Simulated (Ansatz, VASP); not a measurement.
## One calculation of CoCl, two programs

```
Co Cl
1.0
     3.07560    0.00000    0.00000
     0.00000    3.07560    0.00000
     0.00000    0.00000    3.07560
Co Cl
1 1
Direct
  0.00000 0.00000 0.00000
  0.50000 0.50000 0.50000
```

Alike in both runs: functional PBE; k mesh 6 × 6 × 6; occupations gaussian, width 0.1 eV; collinear spin.

Ansatz relaxed the structure, and its values are those at the end. VASP's run is a single point on that final structure, the one shown.

```csv
,VASP,Ansatz
version,VASP 6.6.1,Ansatz 0.2.0
potentials or method,"VASP PAW PBE potentials, release 64 (Co, Cl)","scalar-relativistic, plane waves, PAW"
plane-wave cutoff (eV),520,420
valence electrons in the cell,16,24
```

```tsv
	VASP	Ansatz	Ansatz less VASP
gap on the k mesh at the Fermi level (eV)	none	none	-
pressure (GPa)	-0.2	-0.2	+0.07
net moment per atom (μB)	1.00	1.00	0.000
size of the moment on the site where the two differ most (μB)	1.91	1.93	+0.017
```

Site moments also hang on the region over which each program counts them. A gap of «none» marks a metal or a gap that the smearing closes. With one functional, cell and mesh, what is left measures potentials, basis and numerics. The two sets of potentials don't hold the same shells in valence.

Caveats: a cell with one magnetic atom can't hold antiferromagnetic order, which such compounds often take; semilocal functionals often make such compounds metallic where correlation or magnetic order opens a gap, which also shifts bond lengths.
